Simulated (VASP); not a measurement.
Computed with PBEsol GGA, VASP's PBE PAW potentials (set 64) (plane waves; VASP 6.6.1).

VASP ran on this input.

File POSCAR:
```
AlInSb2
1
    4.4923406530     0.0000000000    -0.0000000000
    0.0000000000     4.4923406530     0.0000000000
    0.0000000000     0.0000000000     6.2971972538
Al In Sb
1 1 2
Direct
  0.0000000000   0.0000000000   0.0000000000
  0.5000000000   0.5000000000   0.5000000000
  0.0000000000   0.5000000000   0.2333799697
  0.5000000000   0.0000000000   0.7666200303
```

### KPOINTS
```
K-points
0
Gamma
  5 5 3
```

INCAR:
```
LMAXMIX = 4
ISIF = 3   ! ions, shape and volume
SYSTEM = AlInSb2
IBRION = 2
EDIFF = 1E-6
LWAVE = .FALSE.
LCHARG = .FALSE.
NELM = 100   ! most electronic steps
EDIFFG = -0.02
ISMEAR = 0   ! Gaussian
PREC = Accurate
SIGMA = 0.05
LREAL = .FALSE.
LASPH = .TRUE.
GGA = PS
NSW = 60
ALGO = Normal   ! blocked Davidson
ENCUT = 400
```

POTCAR, in this order: Al In_d Sb (PBE.64 set). Program: vasp_std.

What VASP printed:

File OUTCAR:
```
 ion  position               nearest neighbor table
   1  0.000  0.000  0.000-   3 2.68   4 2.68   3 2.68   4 2.68
   2  0.500  0.500  0.500-   3 2.80   4 2.80   4 2.80   3 2.80
   3  0.000  0.500  0.233-   1 2.68   1 2.68   2 2.80   2 2.80
   4  0.500  0.000  0.767-   1 2.68   1 2.68   2 2.80   2 2.80
  LATTYP: Found a simple tetragonal cell.
 ALAT       =     4.4923406530
 C/A-ratio  =     1.4017630764
 Subroutine PRICEL returns:
 Original cell was already a primitive cell.
 Subroutine GETGRP returns: Found  8 space group operations
The static configuration has the point symmetry D_2d.
The dynamic configuration has the point symmetry D_2d.
 Subroutine INISYM returns: Found  8 space group operations
 Subroutine IBZKPT returns following result:
 Found     12 irreducible k-points:

 Following reciprocal coordinates:
            Coordinates               Weight
  0.000000  0.000000  0.000000      1.000000
  0.200000  0.000000  0.000000      4.000000
  0.400000  0.000000  0.000000      4.000000
  0.200000  0.200000  0.000000      4.000000
  0.400000  0.200000  0.000000      8.000000
  0.400000  0.400000  0.000000      4.000000
  0.000000  0.000000  0.333333      2.000000
  0.200000  0.000000  0.333333      8.000000
  0.400000  0.000000  0.333333      8.000000
  0.200000  0.200000  0.333333      8.000000
  0.400000  0.200000  0.333333     16.000000
  0.400000  0.400000  0.333333      8.000000
   k-points           NKPTS =     12   k-points in BZ     NKDIM =     12   number of bands    NBANDS=     17
   number of dos      NEDOS =    301   number of ions     NIONS =      4
   total plane-waves  NPLWV =  37800
   dimension x,y,z NGX =    30 NGY =   30 NGZ =   42
   dimension x,y,z NGXF=    60 NGYF=   60 NGZF=   84
   ions per type =               1   1   2
   PREC   = accura    normal or accurate (medium, high low for compatibility)
   ISTART =      0    job   : 0-new  1-cont  2-samecut
   ICHARG =      2    charge: 1-file 2-atom 10-const
...
```

File OSZICAR:
```
       N       E                     dE             d eps       ncg     rms          rms(c)
DAV:   1     0.141354283094E+03    0.14135E+03   -0.89387E+03   408   0.110E+03
DAV:   2    -0.626088122185E+01   -0.14762E+03   -0.14515E+03   461   0.276E+02
DAV:   3    -0.165567003768E+02   -0.10296E+02   -0.10246E+02   548   0.805E+01
DAV:   4    -0.167760821592E+02   -0.21938E+00   -0.21929E+00   483   0.150E+01
DAV:   5    -0.167864810123E+02   -0.10399E-01   -0.10399E-01   659   0.271E+00    0.530E+00
DAV:   6    -0.165616333958E+02    0.22485E+00   -0.39538E-01   549   0.852E+00    0.318E+00
DAV:   7    -0.165066598301E+02    0.54974E-01   -0.22167E-01   534   0.388E+00    0.757E-01
DAV:   8    -0.165048297087E+02    0.18301E-02   -0.20069E-02   549   0.173E+00    0.499E-01
DAV:   9    -0.165054898973E+02   -0.66019E-03   -0.20910E-03   464   0.362E-01    0.572E-02
DAV:  10    -0.165055478400E+02   -0.57943E-04   -0.15440E-04   614   0.140E-01    0.600E-02
DAV:  11    -0.165055765603E+02   -0.28720E-04   -0.32797E-05   474   0.383E-02    0.128E-02
DAV:  12    -0.165055835620E+02   -0.70017E-05   -0.63115E-06   473   0.149E-02    0.793E-03
DAV:  13    -0.165055841350E+02   -0.57301E-06   -0.14615E-06   394   0.673E-03
   1 F= -.16505584E+02 E0= -.16505584E+02  d E =-.165056E+02
```

OUTCAR:
```
------------------------ aborting loop because EDIFF is reached ----------------------------------------
  FORCE on cell =-STRESS in cart. coord.  units (eV):
  Direction    XX          YY          ZZ          XY          YZ          ZX
  --------------------------------------------------------------------------------------
  Total        0.0395345      0.0395345      0.0315103      0.0000000      0.0000000      0.0000000
  in kB        0.4984185      0.4984185      0.3972555      0.0000000      0.0000000      0.0000000
  external PRESSURE =       0.4646975 kB  Pullay stress =       0.0000000 kB
  volume of cell :      127.08
      direct lattice vectors                 reciprocal lattice vectors
     4.492340653  0.000000000  0.000000000     0.222601106  0.000000000  0.000000000
     0.000000000  4.492340653  0.000000000     0.000000000  0.222601106  0.000000000
     0.000000000  0.000000000  6.297197254     0.000000000  0.000000000  0.158800806
 POSITION                                       TOTAL-FORCE (eV/Angst)
 -----------------------------------------------------------------------------------
      0.00000      0.00000      0.00000         0.000000     -0.000000      0.000000
      2.24617      2.24617      3.14860         0.000000      0.000000      0.000000
      0.00000      2.24617      1.46964         0.000000     -0.000000      0.012557
      2.24617      0.00000      4.82756         0.000000     -0.000000     -0.012557
 -----------------------------------------------------------------------------------
    total drift:                                0.000000      0.000000      0.000000
  FREE ENERGIE OF THE ION-ELECTRON SYSTEM (eV)
  ---------------------------------------------------
  free  energy   TOTEN  =       -16.5055841350 eV

  energy  without entropy=      -16.5055841350  energy(sigma->0) =      -16.50558414

 reached required accuracy - stopping structural energy minimisation
```
(Selected blocks of OUTCAR.)

The structure comes from a computed database's AlInSb2 entry (P-4m2); how it stands against other phases isn't given here. It was relaxed first. The start is the result of an earlier pass.
